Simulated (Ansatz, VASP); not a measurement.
# CaI2: VASP beside Ansatz

Aim: how closely do two programs agree when they are given the same cell, functional and k mesh? The structure shown is the end of the Ansatz relaxation below.

Calculated with Ansatz 0.2.0; plane waves, with VASP 6.6.1 beside it; single point at LDA.

## Step 1: Set-up

The cell holds 3 atoms: 1 Ca and 2 I. Cell: a = 4.346 Å, b = 4.346 Å, c = 30.400 Å, α = 90.0°, β = 90.0°, γ = 120.0°. Vacuum lies along c.

## Step 2: Ansatz: relaxation, LDA

Ansatz runs on its PAW soft_1 files.

This run makes the geometry at which the two programs are then compared.

input.yaml reads:

```yaml
crystal:
  lattice:
    - [4.346275155, 0.0, 0.0]
    - [-2.1731375775, 3.763984696, 0.0]
    - [0.0, 0.0, 30.4]
  atoms:
    - { symbol: Ca, position: [0.0, 0.0, 0.3289473684] }
    - { symbol: I, position: [0.3333333333, 0.6666666667, 0.3866144174] }
    - { symbol: I, position: [0.6666666667, 0.3333333333, 0.2712803195] }
  periodic: [true, true, false]
kpoints:
  mp_grid: { grid: [6, 6, 1] }
hamiltonian:
  xc: lda
  pseudopotentials: { kind: paw, azcp: { folder: soft_1 }, xc_functional: pbe }
scf:
  occupations: { method: fixed }
output:
  forces: true
  stress: true
  eigenvalues: true
  write_density: true
  write_potential: true
  elf: true
  volumetric_format: npy
relax:
  adjacent_minimum: "off"
  f_tol: 0.001
  max_steps: 60
  cell: { stress_2d_tol: 0.002 }
```

Command:

```bash
$ ansatz run input.yaml --threads 4 --pin off --max-ram 16384MiB --backend cpu --events-out ev --progress --plain --runs-dir out
```

Numbers of over 12 decimals in the logs are rounded to 6 here.

Log:

```text
Engine: ansatz 0.2.0, aarch64-unknown-linux-gnu
Pseudopotentials: kind: paw
Pseudopotential: Ca, paw, valence charge 10, recommended cutoff 420 eV (normal), soft_1/Ca.paw.azcp
Pseudopotential: I, paw, valence charge 17, recommended cutoff 420 eV (normal), soft_1/I.paw.azcp
Functional definition: SPW92
  exchange = slater_x
  correlation = pw_c
Crystal: 3 atoms, lattice volume = 497.323 Å³
Basis set: ecut = 420 eV, 9779 PW (Γ)
Bands: 27, of which v1, the nominal top of the filled ones, is band 22 counted from 1 (21 counted from 0)
Symmetry: 12 space group operations
Space group: P-3m1 (ITA 164), of the structure as read, at distance tolerance 7.9e-5 Å
k-points: 7 of 36
Non-local potential: Ca, projectors of the file, l = 0: 3, l = 1: 2, l = 2: 2
Non-local potential: I, projectors of the file, l = 0: 2, l = 1: 2, l = 2: 2, l = 3: 1
PAW form: soft (Blöchl's): semilocal exchange-correlation on the pseudo side does not see the compensation charge
PAW frozen core: Ca, regenerated for the run's functional, and the local potential with it (the file was generated under x = pbe(κ = 0.804, μ = 0.219515), c = pbe(β = 0.066725))
PAW frozen core: I, regenerated for the run's functional, and the local potential with it (the file was generated under x = pbe(κ = 0.804, μ = 0.219515), c = pbe(β = 0.066725))
PAW one-centre angular grid: Ca, 110 points (default); XC on 64 Gauss nodes
PAW one-centre angular grid: I, 590 points (default); XC on 64 Gauss nodes
Initial density: superposition of atomic densities (neutral atoms: chi_scale 0, normalization atom)
Initial wavefunctions: pseudopotential atomic-orbital guess
Functional: x = slater, c = lda
iter 1 solved again at ethr=1.42e-3 eV; its pass at ethr=3.10e-3 eV (dr2=6.26e-1 eV) is discarded
SCF iter   1: F=—  HF=-16489.469326 eV  |F-HF|=—  |Δ(HF+E_count)|=         —  Δρ=6.89e-3  dr2=6.37e-1  ethr=1.42e-3  ⟨swp⟩=1.7  Hψ=1518  notcnv=0  defer=19
preconditioner: auto → Resta (q_TF=auto, 1.821 Å⁻¹)  ε∞=1.5  [insulator: Δε(μ)=3.462 eV  Ē_g=9.389 eV  n_scr=58 (ndim 8)  ℏωp=6.7 eV  f_vac=0.750  ε∞_Penn≈1.5  vacuum switching on, ρ_ref=6.4e-3 e/Å³]
SCF iter   2: F=—  HF=-16489.325859 eV  |F-HF|=—  |Δ(HF+E_count)|=   1.43e-1  Δρ=3.16e-3  dr2=9.10e-2  ethr=1.42e-3  ⟨swp⟩=5.4  Hψ=367  notcnv=0  defer=20
SCF iter   3: F=—  HF=-16489.313772 eV  |F-HF|=—  |Δ(HF+E_count)|=   1.21e-2  Δρ=1.47e-3  dr2=1.40e-2  ethr=2.07e-4  ⟨swp⟩=4.6  Hψ=382  notcnv=0  defer=21
SCF iter   4: F=—  HF=-16489.312939 eV  |F-HF|=—  |Δ(HF+E_count)|=   8.34e-4  Δρ=3.11e-4  dr2=3.64e-4  ethr=3.19e-5  ⟨swp⟩=6.1  Hψ=366  notcnv=0  defer=21
SCF iter   5: F=—  HF=-16489.313105 eV  |F-HF|=—  |Δ(HF+E_count)|=   1.67e-4  Δρ=1.27e-4  dr2=3.59e-5  ethr=8.28e-7  ⟨swp⟩=4.3  Hψ=461  notcnv=0  defer=19
SCF iter   6: F=—  HF=-16489.313260 eV  |F-HF|=—  |Δ(HF+E_count)|=   1.55e-4  Δρ=2.53e-5  dr2=2.07e-6  ethr=8.16e-8  ⟨swp⟩=2.0  Hψ=339  notcnv=0  defer=19
SCF iter   7: F=—  HF=-16489.313258 eV  |F-HF|=—  |Δ(HF+E_count)|=   1.79e-6  Δρ=7.53e-6  dr2=1.16e-7  ethr=4.71e-9  ⟨swp⟩=3.0  Hψ=385  notcnv=0  defer=19
SCF iter   8: F=-16489.313258 eV  HF=-16489.313258 eV  |F-HF|=4.05e-9  |Δ(HF+E_count)|=   5.21e-8  Δρ=1.46e-6  dr2=6.29e-9  ethr=2.27e-10  ⟨swp⟩=36.3  Hψ=2789  notcnv=0
SCF 1 converged in 8 iterations: F = -16489.313258 eV  dr2 = 6.29e-9
  greatest PAW one-centre occupation: 0.999 electrons in one spin orbital (limit 2), on the I atom at site 2 (counted from 0), in its partial waves of l = 2
relax step   1: F+E_penalty+E_count = -16489.31325814 eV  Δ(F+E_penalty+E_count) = +0.000e0 eV  max|allowed force component| = 1.029e-3 eV/Å  Δτ_max = 0.0000 Å  P = -0.006 N/m  Ω = 497.323 Å³  fix = [c, alpha, beta]  reactions: c +0.000 N/m  (8 SCF iters, dr2 threshold 1.00e-7 eV, accepted)
[...]
relax step   2: F+E_penalty+E_count = -16489.31325975 eV  Δ(F+E_penalty+E_count) = -1.608e-6 eV  max|allowed force component| = 2.600e-4 eV/Å  Δτ_max = 0.0002 Å  P = -0.002 N/m  Ω = 497.284 Å³  energy of the carried Pulay correction = +1.114e-6 eV  fix = [c, alpha, beta]  reactions: c -0.000 N/m  (5 SCF iters, dr2 threshold 6.61e-11 eV, accepted)
[...]
relax step   3: F+E_penalty+E_count = -16489.31325784 eV  Δ(F+E_penalty+E_count) = +1.908e-6 eV  max|allowed force component| = 2.597e-4 eV/Å  Δτ_max = 0.0000 Å  P = -0.002 N/m  Ω = 497.284 Å³  fix = [c, alpha, beta]  reactions: c -0.000 N/m  stress off target by 1.82e-3 N/m on what of the cell is left free  SCF on the basis re-selected at this cell (its energy is not comparable with the rows above)  (10 SCF iters)
basis re-selected at this cell: Δ(F+E_penalty+E_count) = +1.908e-6 eV, ΔP = +0.000 N/m vs the last step (what re-selecting the basis moved, of the pressure what is left beyond the Pulay correction that the steps carried, after the strain that the cell walked since its last selection, with what the two solves' SCF thresholds leave and, on support functions, any second-order correction that the steps lacked; it is no m [...]
WARN: The output density's exchange-correlation potential varies sharply where the density is thin. Do not read a vacuum level from v_tot or v_xc, or from such a field of the output density. On a cell that repeats whose density bears no net charge and no dipole along the vacuum's axis use v_es (v_loc + v_h of the components); under efield.dipole_correction with no amplitude use v_es + v_field, which holds any externa [...]
SCF converged after 10 iterations
Free energy (F): -16489.313258 eV
Harris-Foulkes:  -16489.313258 eV  (|F-HF|=8.00e-11)
Internal energy: -16489.313258 eV  (E = F + TS)
E sigma→0 (E₀):  -16489.313258 eV
Fermi energy:    -6.735821 eV
--- Per-component energies (eV) ---
  E_band       = -1420.964863
  E_kinetic    = 574.747625
  E_local      = -66529.140446  (includes V_loc(G=0)·N_el)
  E_nonlocal   = 338.435602
  E_hartree    = 32658.573348
  E_xc         = -341.378946
  E_vxc        = -380.807216  (∫ρ·V_xc dr)
  E_paw        = -10079.933520  (= ΣΔE_a)
  E_vpaw       = -741.342226  (= ΣTr[D̂ρ^β])
  E_aug_tail   = -0.004908  (compensation charges beyond the density's cutoff)
  E_ewald      = 26887.542439
  E_core_change = 1.845547  (= ΣΔE_core)
  E_smearing   = -0.000000  (= −TS)
  E_closure    = 0.000000  (closes the sum)
  Σ components = -16489.313258   (vs F -16489.313258, Δ=0.00e0)
--- Forces (eV/Å), atoms counted from 1 ---
  atom   1  Ca     0.00000000     0.00000000     0.00000000
  atom   2  I     -0.00000000    -0.00000000     0.00025969
  atom   3  I      0.00000000     0.00000000    -0.00025969
  max |Σ_I F_I| component: 4.63e-18 eV/Å
--- 2D stress c σ (N/m, compression-positive) ---
       -0.001820      -0.000000      -0.000000
       -0.000000      -0.001820       0.000000
       -0.000000       0.000000      -0.000000
  P = ½ c Tr σ = -0.0018 N/m
--- Band table (eV; the first three rows and the last of 7) ---
  k-point 0: bands = [... 18 lower, -7.4791, -7.2935, -6.7358, -6.7358, -2.3260, -2.2468, -2.2468, -1.8806, ... 1 higher]
  k-point 1: bands = [... 18 lower, -7.5094, -7.4664, -7.1039, -6.9392, -2.5674, -1.9364, -1.9243, -1.5072, ... 1 higher]
  k-point 2: bands = [... 18 lower, -8.0435, -7.5616, -7.3104, -7.2949, -3.0154, -1.5353, -1.3870, -1.0009, ... 1 higher]
  k-point 6: bands = [... 18 lower, -8.6317, -8.0229, -7.6459, -7.6459, -1.9167, -1.7326, -1.7326, -0.6895, ... 1 higher]
--- Relaxed structure (2 steps of the walk, 2 accepted, 1 SCFs on fresh bases) ---
  F+E_penalty+E_count = -16489.31325784 eV   max|allowed force component| = 2.597e-4 eV/Å   (the final SCF, on the basis selected at the relaxed cell)
  cell:  # Å, volume = 497.2837 Å³
    - [4.346103, 0.0, 0]
    - [-2.173051, 3.763835, 0]
    - [0, 0, 30.4]
  atoms:
    - { symbol: Ca, position: [0, 0, 0.328947] }
    - { symbol: I, position: [0.333333, 0.666667, 0.386606] }
    - { symbol: I, position: [0.666667, 0.333333, 0.271288] }
```

## Step 3: VASP: single point, LDA

The same cell, functional (in two slightly different forms) and mesh now go to VASP, with its own data sets.

Lines of VASP's logs that name or quote its potential files are left out, and so is its time.

INCAR reads:

```
SYSTEM = CaI2
PREC = Accurate
ENCUT = 400
EDIFF = 1E-06
NELM = 120
ISMEAR = 0
SIGMA = 0.01
LREAL = .FALSE.
ALGO = Normal
GGA = CA
NBANDS = 18
LORBIT = 11
LWAVE = .FALSE.
LCHARG = .FALSE.
ISIF = 2
LDIPOL = .TRUE.
IDIPOL = 3
DIPOL = 0.5 0.5 0.329
LVHAR = .TRUE.
LASPH = .TRUE.
GGA_COMPAT = .FALSE.
EFERMI = MIDGAP
NELMDL = -8
```

POSCAR reads:

```
CaI2
1.0
    4.3461027275      0.0000000000      0.0000000000
   -2.1730513637      3.7638353694      0.0000000000
    0.0000000000      0.0000000000     30.4000000000
Ca I
1 2
Direct
    0.0000000000      0.0000000000      0.3289473684
    0.3333333333      0.6666666667      0.3866063898
    0.6666666667      0.3333333333      0.2712883471
```

KPOINTS reads:

```
Automatic mesh
0
Gamma
6 6 1
0 0 0
```

PAW data sets: Ca_sv and I (LDA family, release 64).

Command:

```bash
$ mpirun -np 1 vasp_std
```

Log:

```text
[banner, memory and clock lines left out]
running    1 mpi-ranks, on    1 nodes
 distrk:  each k-point on    1 cores,    1 groups
 distr:  one band on    1 cores,    1 groups

 POSCAR found type information on POSCAR CaI
 POSCAR found :  2 types and       3 ions
 LDA part: xc-table for (Slater(with rela. corr.)+CA(PZ))
 , standard interpolation
 POSCAR, INCAR and KPOINTS ok, starting setup
 FFT: planning ... GRIDC
 FFT: planning ... GRID_SOFT
 FFT: planning ... GRID
 WAVECAR not read
 entering main loop
       N       E                     dE             d eps       ncg     rms          rms(c)
DAV:   1     0.114514350026E+03    0.11451E+03   -0.84365E+03   364   0.747E+02
DAV:   2     0.213607985833E+01   -0.11238E+03   -0.11103E+03   366   0.167E+02
DAV:   3    -0.110301789950E+02   -0.13166E+02   -0.13145E+02   472   0.483E+01
DAV:   4    -0.112148234377E+02   -0.18464E+00   -0.18409E+00   360   0.739E+00
DAV:   5    -0.112278762018E+02   -0.13053E-01   -0.13043E-01   440   0.142E+00
DAV:   6    -0.112280271221E+02   -0.15092E-03   -0.15083E-03   384   0.176E-01
DAV:   7    -0.112280351946E+02   -0.80725E-05   -0.80715E-05   424   0.306E-02
DAV:   8    -0.112280354238E+02   -0.22917E-06   -0.22900E-06   328   0.586E-03    0.515E+00
DAV:   9    -0.110963132511E+02    0.13172E+00   -0.18910E-01   326   0.262E+00    0.286E+00
DAV:  10    -0.110591785644E+02    0.37135E-01   -0.17017E-01   352   0.242E+00    0.701E-01
DAV:  11    -0.110590161271E+02    0.16244E-03   -0.13113E-02   352   0.810E-01    0.314E-01
DAV:  12    -0.110591237587E+02   -0.10763E-03   -0.57686E-04   440   0.136E-01    0.143E-01
DAV:  13    -0.110596030562E+02   -0.47930E-03   -0.74723E-04   350   0.165E-01    0.308E-02
DAV:  14    -0.110597559925E+02   -0.15294E-03   -0.11398E-04   368   0.481E-02    0.449E-02
[...]
DAV:  18    -0.110607825155E+02   -0.45876E-04   -0.25503E-06   368   0.620E-03    0.830E-03
DAV:  19    -0.110608616467E+02   -0.79131E-04   -0.36197E-06   304   0.749E-03    0.451E-03
DAV:  20    -0.110608685407E+02   -0.68940E-05   -0.16293E-07   312   0.198E-03    0.417E-03
DAV:  21    -0.110608810415E+02   -0.12501E-04   -0.40360E-07   266   0.270E-03    0.154E-03
DAV:  22    -0.110608834690E+02   -0.24275E-05   -0.37548E-08   264   0.819E-04    0.945E-04
DAV:  23    -0.110608869173E+02   -0.34483E-05   -0.68554E-08   246   0.715E-04    0.156E-04
DAV:  24    -0.110608883519E+02   -0.14347E-05   -0.19527E-08   248   0.474E-04    0.449E-04
DAV:  25    -0.110608889843E+02   -0.63233E-06   -0.45134E-09   236   0.252E-04
   1 F= -.11060889E+02 E0= -.11060889E+02  d E =0.000000E+00
```

OUTCAR, selected parts (step 3):

```text
ion  position               nearest neighbor table
   1  0.000  0.000  0.329-   3 3.06   3 3.06   3 3.06   2 3.06   2 3.06   2 3.06
   2  0.333  0.667  0.387-   1 3.06   1 3.06   1 3.06
   3  0.667  0.333  0.271-   1 3.06   1 3.06   1 3.06

  LATTYP: Found a hexagonal cell.
 ALAT       =     4.3461027275
 C/A-ratio  =     6.9947725367

 Subroutine GETGRP returns: Found 12 space group operations
 (whereof  6 operations were pure point group operations)

The static configuration has the point symmetry C_3v.
 The point group associated with its full space group is D_3d.

 Found      7 irreducible k-points:

   k-points           NKPTS =      7   k-points in BZ     NKDIM =      7   number of bands    NBANDS=     18

   dimension x,y,z NGX =    28 NGY =   28 NGZ =  200
   dimension x,y,z NGXF=    56 NGYF=   56 NGZF=  400

   ENCUT  =  400.0 eV  29.40 Ry    5.42 a.u.   7.09  7.09 49.57*2*pi/ulx,y,z

   NELECT =      24.0000    total number of electrons

 k-points in reciprocal lattice and weights: Automatic mesh
   0.00000000  0.00000000  0.00000000       0.028
   0.16666667  0.00000000  0.00000000       0.167
   0.33333333  0.00000000  0.00000000       0.167
   0.50000000  0.00000000  0.00000000       0.083
   0.16666667  0.16666667  0.00000000       0.167
   0.33333333  0.16666667  0.00000000       0.333
   0.33333333  0.33333333  0.00000000       0.056

 dipolmoment           0.000000      0.000000      0.000004 electrons x Angstroem

 average (electrostatic) potential at core
       1 -52.7514       2 -99.6936       3 -99.6936

 E-fermi :  -3.0541

 k-point     1 :       0.0000    0.0000    0.0000
  band No.  band energies     occupation
    ...
      8      -5.5690      2.00000
      9      -5.5690      2.00000
     10      -5.3783      2.00000
     11      -4.8186      2.00000
     12      -4.8186      2.00000
     13      -0.4108      0.00000
     14      -0.3436      0.00000
     15      -0.3436      0.00000
     16       0.0384      0.00000
     17       0.5737      0.00000
    ...

 k-point     2 :       0.1667    0.0000    0.0000
  band No.  band energies     occupation
    ...
      8      -6.1398      2.00000
      9      -5.5986      2.00000
     10      -5.5523      2.00000
     11      -5.1865      2.00000
     12      -5.0233      2.00000
     13      -0.6640      0.00000
     14      -0.0306      0.00000
     15      -0.0166      0.00000
     16       0.4080      0.00000
     17       0.7422      0.00000
    ...

 k-point     3 :       0.3333    0.0000    0.0000
  band No.  band energies     occupation
    ...
      8      -6.7179      2.00000
      9      -6.1309      2.00000
     10      -5.6497      2.00000
     11      -5.3933      2.00000
     12      -5.3805      2.00000
     13      -1.1136      0.00000
     14       0.3740      0.00000
     15       0.5228      0.00000
     16       0.9134      0.00000
     17       1.2222      0.00000
    ...

  Total        0.0748663      0.0748663      0.0682144      0.0000000      0.0000000     -0.0000000
  in kB        0.2412085      0.2412085      0.2197771      0.0000000      0.0000000     -0.0000000
  external PRESSURE =       0.2340647 kB  Pullay stress =       0.0000000 kB

  energy-cutoff  :      400.00
  volume of cell :      497.28
      direct lattice vectors                 reciprocal lattice vectors
     4.346102727  0.000000000  0.000000000     0.230091202  0.132843217  0.000000000
    -2.173051364  3.763835369  0.000000000     0.000000000  0.265686435  0.000000000
     0.000000000  0.000000000 30.400000000     0.000000000  0.000000000  0.032894737

 POSITION                                       TOTAL-FORCE (eV/Angst)
 -----------------------------------------------------------------------------------
      0.00000      0.00000     10.00000        -0.000000      0.000000     -0.000000
     -0.00000      2.50922     11.75283        -0.000000      0.000000      0.024231
      2.17305      1.25461      8.24717         0.000000     -0.000000     -0.024231
 -----------------------------------------------------------------------------------
    total drift:                                0.000000      0.000000      0.000028

  FREE ENERGIE OF THE ION-ELECTRON SYSTEM (eV)
  ---------------------------------------------------
  free  energy   TOTEN  =       -11.0608889843 eV

  energy  without entropy=      -11.0608889843  energy(sigma->0) =      -11.06088898

 vacuum level on the upper side and lower side of the slab         1.920         1.920

 total charge
# of ion       s       p       d       tot
------------------------------------------
    1        2.036   5.846   0.254   8.136
    2        1.505   2.844   0.008   4.357
    3        1.505   2.844   0.008   4.357
--------------------------------------------------
tot          5.047  11.533   0.271  16.851

[... 3 further parts left out ...]
```

The run ends at a pressure of 0.02 GPa, with forces up to 0.024 eV/Å.

## Step 4: Differences

Known differences besides the potentials themselves: the two LDA forms differ slightly; fixed occupations in Ansatz, narrow Gaussian smearing in VASP; Ansatz cuts the interaction across the vacuum, VASP repeats the sheet with a dipole correction; the data sets hold 44 valence electrons in Ansatz (on its PAW soft_1 files) and 24 in VASP; the cutoff is 420 eV in Ansatz and 400 eV in VASP; VASP's log shows a relativistic correction to its local exchange, Ansatz's none. Total energies have different zeros and are not compared.

Compared:

| quantity | Ansatz | VASP | difference |
| --- | --- | --- | --- |
| gap on the k mesh (eV) | 3.545 | 3.529 | +0.016 |

At this near-relaxed geometry the largest component of a force difference is 24 meV/Å. A gap on the mesh is an upper bound, since the band edges may lie between its points. With vacuum in the cell, a pressure given here is an average over mostly empty space and none of the material.

## Step 5: What came out

```yaml
difference_in_gap_on_the_k_mesh_single_point_lda: 0.016 eV
r_m_s_force_difference_single_point_lda: 11 meV/Å
```

In words: The r.m.s. force difference is 11 meV/Å (single point, LDA), within the 12 meV/Å picked in this series as the mark of a large difference. The data sets hold unlike numbers of valence electrons (44 in Ansatz and 24 in VASP), so part of the differences comes from the potentials. How closely two codes agree says nothing of how well the functional describes the real material.

[Lines on the potential files, build, host, timing and source positions are cut from VASP's logs without a mark.]

[Logs are printed without paths, hosts, clocks, repeated set-up lines and the standing remarks that a program may print on its own settings, such as how far it seeks lower states.]

[Hosts, paths, dates, database ids (printed as entryN), source tags and the programs' standing remarks are cut or masked in the printed files.]
